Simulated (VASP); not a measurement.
All values below come from LDA (Ceperley-Alder, Perdew-Zunger), VASP's LDA PAW potentials (set 64) (plane waves; VASP).

VASP ran on this input.

### INCAR
```
SYSTEM = InAs
PREC = Accurate
ENCUT = 400
EDIFF = 1E-6
NELM = 100
ALGO = Normal
LREAL = .FALSE.
LASPH = .TRUE.
ISMEAR = 1
SIGMA = 0.1
LMAXMIX = 4
LWAVE = .FALSE.
LCHARG = .FALSE.
IBRION = 2
ISIF = 3
NSW = 60
EDIFFG = -0.01
```

**KPOINTS**
```
Automatic mesh
0
Gamma
10 10 10
0 0 0
```

POSCAR:
```
InAs
1
    0.0000000000     3.0157604663     3.0157604663
    3.0157604663    -0.0000000000     3.0157604663
    3.0157604663     3.0157604663     0.0000000000
In As
1 1
Direct
  0.7500000000   0.7500000000   0.7500000000
  0.0000000000   0.0000000000   0.0000000000
```

POTCAR, in this order: In_d As (LDA.64 set). Program: vasp_std.

Output

OSZICAR:
```
       N       E                     dE             d eps       ncg     rms          rms(c)
DAV:   1     0.959915000862E+02    0.95992E+02   -0.76903E+03  1227   0.131E+03
DAV:   2    -0.251801140685E+01   -0.98510E+02   -0.95983E+02  1267   0.288E+02
DAV:   3    -0.918317787802E+01   -0.66652E+01   -0.65933E+01  1592   0.818E+01
DAV:   4    -0.933905737152E+01   -0.15588E+00   -0.15579E+00  1356   0.148E+01
DAV:   5    -0.934517334520E+01   -0.61160E-02   -0.61158E-02  1689   0.258E+00    0.494E+00
DAV:   6    -0.907136994084E+01    0.27380E+00   -0.44218E-01  1807   0.128E+01    0.267E+00
DAV:   7    -0.903247602163E+01    0.38894E-01   -0.13553E-01  1669   0.364E+00    0.641E-01
DAV:   8    -0.902905173782E+01    0.34243E-02   -0.12605E-02  1565   0.164E+00    0.287E-01
DAV:   9    -0.902886451518E+01    0.18722E-03   -0.10549E-03  1492   0.396E-01    0.144E-01
DAV:  10    -0.902889001448E+01   -0.25499E-04   -0.11339E-04  1958   0.151E-01    0.857E-02
DAV:  11    -0.902889391400E+01   -0.38995E-05   -0.47860E-05  1790   0.149E-01    0.100E-01
DAV:  12    -0.902889027755E+01    0.36365E-05   -0.87664E-06  1420   0.420E-02    0.135E-02
DAV:  13    -0.902889026526E+01    0.12283E-07   -0.86437E-07   799   0.661E-03
   1 F= -.90288903E+01 E0= -.90289782E+01  d E =-.902889E+01
```

OUTCAR:
```
------------------------ aborting loop because EDIFF is reached ----------------------------------------
  FORCE on cell =-STRESS in cart. coord.  units (eV):
  Direction    XX          YY          ZZ          XY          YZ          ZX
  --------------------------------------------------------------------------------------
  Total       -0.0131651     -0.0131651     -0.0131651      0.0000000      0.0000000     -0.0000000
  in kB       -0.3845160     -0.3845160     -0.3845160      0.0000000      0.0000000     -0.0000000
  external PRESSURE =      -0.3845160 kB  Pullay stress =       0.0000000 kB
  volume of cell :       54.86
      direct lattice vectors                 reciprocal lattice vectors
     0.000000000  3.015760466  3.015760466    -0.165795661  0.165795661  0.165795661
     3.015760466  0.000000000  3.015760466     0.165795661 -0.165795661  0.165795661
     3.015760466  3.015760466  0.000000000     0.165795661  0.165795661 -0.165795661
  FREE ENERGIE OF THE ION-ELECTRON SYSTEM (eV)
  ---------------------------------------------------
  free  energy   TOTEN  =        -9.0288902653 eV

  energy  without entropy=       -9.0291541419  energy(sigma->0) =       -9.02897822

 reached required accuracy - stopping structural energy minimisation
```
(Selected blocks of OUTCAR.)

The structure comes from a computed database's InAs entry (F-43m); how it stands against other phases isn't given here. It was relaxed first. The start is the result of an earlier pass.
